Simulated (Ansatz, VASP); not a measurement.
One calculation of BiO4, two programs

```
Bi O
1.0
    -2.56945    2.56945    2.56945
     2.56945   -2.56945    2.56945
     2.56945    2.56945   -2.56945
Bi O
1 4
Direct
  0.00000 0.00000 0.00000
  0.00000 0.00000 0.50000
  0.50000 0.00000 0.00000
  0.00000 0.50000 0.00000
  0.50000 0.50000 0.50000
```

Change from the starting cell: species swapped into the Hg4Pt type (Im-3m, No. 229).

Alike in both runs: task single point; functional PBE; k mesh 6 × 6 × 6; occupations gaussian, width 0.1 eV; no spin polarisation.

|  | VASP | Ansatz |
| --- | --- | --- |
| version | VASP 6.6.1 | Ansatz 0.2.0 |
| potentials or method | VASP PAW PBE potentials, release 64 (Bi_d, O) | scalar-relativistic, plane waves, PAW |
| plane-wave cutoff (eV) | 520 | 420 |
| valence electrons in the cell | 39 | 39 |

|  | VASP | Ansatz | Ansatz less VASP |
| --- | --- | --- | --- |
| gap on the k mesh at the Fermi level (eV) | none | none | - |
| pressure (GPa) | -2.4 | -2.6 | -0.22 |

A gap of «none» marks a metal or a gap that the smearing closes. The functional is the same, so the differences come from potentials, cutoffs and numerics.

Caveats: spin-orbit coupling is left out, which moves the levels of the heavy elements; an odd number of electrons without spin polarisation forces a metal; a magnetic or distorted state may lie lower.
